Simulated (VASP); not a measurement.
Here is the system:

```xyz
8
Lattice="4.3201 0.0000 0.0000 0.0000 4.3201 0.0000 0.0000 0.0000 4.3201" Properties=species:S:1:pos:R:3 pbc="T T T"
Fe     3.7212     2.7590     1.5611
Fe     1.5611     3.7212     2.7590
Fe     0.5989     0.5989     0.5989
Fe     2.7590     1.5611     3.7212
Si     0.6845     1.4756     2.8445
Si     2.8445     0.6845     1.4756
Si     3.6356     3.6356     3.6356
Si     1.4756     2.8445     0.6845
```

The numbers are results of LDA (Ceperley-Alder, Perdew-Zunger), VASP's LDA PAW potentials (set 64) (plane waves; VASP), not measurements. Run with 500 eV cut-off, 5×5×5 Γ-centred mesh, Gaussian smearing of 0.050 eV, potentials Fe Si.

Energy and stress use the plane-wave basis of the starting cell.

The ions, cell shape and volume at an external pressure of 20.0 GPa are relaxed. Which structure does the run end with?

```xyz
8
Lattice="4.2756 0.0000 0.0000 0.0000 4.2756 0.0000 0.0000 0.0000 4.2756" Properties=species:S:1:pos:R:3 pbc="T T T"
Fe     3.6782     2.7352     1.5404
Fe     1.5404     3.6782     2.7352
Fe     0.5974     0.5974     0.5974
Fe     2.7352     1.5404     3.6782
Si     0.6752     1.4626     2.8130
Si     2.8130     0.6752     1.4626
Si     3.6004     3.6004     3.6004
Si     1.4626     2.8130     0.6752
```
Space group P2_13 (198), at a tolerance of 0.03 Å.

How do energy and volume change from the first to the last step?

The energy (σ→0) changes by +28.7 meV/atom and the volume by -3.1 %, in 6 ionic steps.

The compound is FeSi in the B20 structure. This run relaxes it under an external pressure of 20 GPa. Symmetry was kept, so distortions that lower it aren't found. The run is not spin-polarised, so no magnetic state was tried.
